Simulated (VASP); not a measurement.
Level of theory: r2SCAN+rVV10, VASP's PBE PAW potentials (set 64) (plane waves; VASP).

VASP input:

### INCAR
```
SYSTEM = FeAl
PREC = Accurate
ENCUT = 520
EDIFF = 1E-7
NELM = 100
ALGO = Normal
LREAL = .FALSE.
LASPH = .TRUE.
ISMEAR = -5
METAGGA = R2SCAN
LUSE_VDW = .TRUE.
BPARAM = 11.95
CPARAM = 0.0093
LMIXTAU = .TRUE.
LMAXMIX = 4
LWAVE = .FALSE.
LCHARG = .FALSE.
LORBIT = 11
NEDOS = 601
ISIF = 2
```

KPOINTS:
```
Automatic mesh
0
Gamma
14 14 14
0 0 0
```

File POSCAR:
```
FeAl
1
    2.8354338639    -0.0000000000     0.0000000000
   -0.0000000000     2.8354338639     0.0000000000
    0.0000000000    -0.0000000000     2.8354338639
Al Fe
1 1
Direct
  0.5000000000   0.5000000000   0.5000000000
  0.0000000000   0.0000000000   0.0000000000
```

File KPOINTS_OPT:
```
k-points along high-symmetry lines
10
Line-mode
Reciprocal
  0.000000   0.000000   0.000000 ! GAMMA
  0.000000   0.500000   0.000000 ! X

  0.000000   0.500000   0.000000 ! X
  0.500000   0.500000   0.000000 ! M

  0.500000   0.500000   0.000000 ! M
  0.000000   0.000000   0.000000 ! GAMMA

  0.000000   0.000000   0.000000 ! GAMMA
  0.500000   0.500000   0.500000 ! R

  0.500000   0.500000   0.500000 ! R
  0.000000   0.500000   0.000000 ! X

  0.500000   0.500000   0.500000 ! R
  0.500000   0.500000   0.000000 ! M
```

POTCAR, in this order: Al Fe (PBE.64 set). Program: vasp_std.

What will the output report for the number of irreducible k-points (NKPTS), largest plane-wave count, number of space-group operations, FFT grid (NGX, NGY, NGZ)?

```json
{
  "number of irreducible k-points (NKPTS)": "120",
  "largest_plane_wave_count": "628",
  "number_of_space_group_operations": "48",
  "FFT grid (NGX, NGY, NGZ)": "24 × 24 × 24"
}
```

The compound is FeAl in the CsCl type structure. It was relaxed first, which changed the volume by -7 %. The run is not spin-polarised, so no magnetic state was tried. The electron count is odd and the run is not spin-polarised, which forces a metal.
